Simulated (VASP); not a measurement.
An input for Ansatz (written as the equivalent of a VASP run, and not itself run):

Ansatz 0.2 input:
```yaml
crystal:
  lattice:
    - [0.0000000, 2.3992509, 2.3992509]
    - [2.3992509, 0.0000000, 2.3992509]
    - [2.3992509, 2.3992509, 0.0000000]
  atoms:
    - { symbol: Sn, position: [1.0000000, 1.0000000, 1.0000000] }
    - { symbol: O, position: [0.2500000, 0.2500000, 0.2500000] }
kpoints:
  mp_grid: { grid: [9, 9, 9] }
hamiltonian:
  xc: pbesol
  pseudopotentials: { kind: paw }
scf:
  occupations: { method: gaussian, width: 0.05 }
  max_iter: 100
relax:
  max_steps: 40
  f_tol: 0.02
  cell: { p_target: 45 }
output: { forces: true, stress: true, eigenvalues: true }
```

### Question
Translate this input to VASP (INCAR, KPOINTS, POSCAR, choice of POTCAR).

### Answer
Several could match; the one computed here: 
File POSCAR:
```
SnO
1.0
  0.0000000000   2.3992509328   2.3992509328
  2.3992509328   0.0000000000   2.3992509328
  2.3992509328   2.3992509328   0.0000000000
Sn O
1 1
direct
  1.0000000000   1.0000000000   1.0000000000
  0.2500000000   0.2500000000   0.2500000000
```

### KPOINTS
```
Automatic
0
Gamma
 9 9 9
```

### INCAR
```
ALGO = Normal   ! blocked Davidson
PREC = Accurate
LCHARG = .FALSE.
LMAXMIX = 4
GGA = PS   ! PBEsol
ISIF = 3   ! ions, shape and volume
SIGMA = 0.05   ! width (eV)
NSW = 40
EDIFFG = -0.02   ! ionic stop
ISMEAR = 0   ! Gaussian
LWAVE = .FALSE.
LASPH = .TRUE.   ! aspherical one-centre terms
NELM = 100
ENCUT = 620   ! plane-wave cut-off (eV)
IBRION = 2
EDIFF = 1E-6
LREAL = .FALSE.   ! projection in real space or not
PSTRESS = 450   ! kbar
SYSTEM = SnO
```

POTCAR, in this order: Sn_d O (PBE.64 set). Program: vasp_std.

Limits of the translation: each code has its own PAW files, so the cut-off isn't converted (ENCUT is set for VASP's; basis.ecutwfc is left out, and Ansatz then takes the one that its files recommend); Ansatz stops its SCF on the density residual and VASP on the energy change (EDIFF).

The structure was generated: SnO was put into the zinc blende type (F-43m), which need not be its known phase. It was relaxed first under an external pressure of 45 GPa.
